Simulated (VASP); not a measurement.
Calculation: PBE GGA, VASP's PBE PAW potentials (set 64) (plane waves; VASP 6.6.1).

VASP input:

File POSCAR:
```
PtS
1
    3.6790860000     0.0000000000     0.0000000000
   -1.8395430000     3.1861830000     0.0000000000
    0.0000000000     0.0000000000    18.7483440000
Pt S
2 2
Direct
  0.6666670000   0.3333330000   0.4325870000
  0.6666670000   0.3333330000   0.5674130000
  0.3333330000   0.6666670000   0.3733660000
  0.3333330000   0.6666670000   0.6266340000
```

### INCAR
```
PREC = Accurate
ALGO = Normal
EDIFF = 1E-6   ! SCF stop (eV)
LREAL = .False.   ! projection in real space or not
ISMEAR = 0   ! Gaussian
SIGMA = 0.136   ! width (eV)
LWAVE = .False.
LMAXMIX = 6   ! l cut-off of mixed one-centre charges
NELM = 100
ENCUT = 300   ! plane-wave cut-off (eV)
LASPH = .True.
SYSTEM = PtS
ISIF = 2   ! forces and stress, cell fixed
LCHARG = .False.
GGA = PE   ! PBE
```

KPOINTS:
```
Automatic mesh
0
Gamma
8 8 1
0 0 0
```

POTCAR, in this order: Pt S (PBE.64 set). Program: vasp_std.

Question: What will the output report for the number of irreducible k-points (NKPTS), largest plane-wave count, number of space-group operations, FFT grid (NGX, NGY, NGZ)?

Answer: 
```
Quantity                                        Value
--------------------------------------  -------------
number of irreducible k-points (NKPTS)             10
largest plane-wave count                         2622
number of space-group operations                   12
FFT grid (NGX, NGY, NGZ)                24 × 24 × 108
```

The cell is a sheet with vacuum, built from a generated structure.
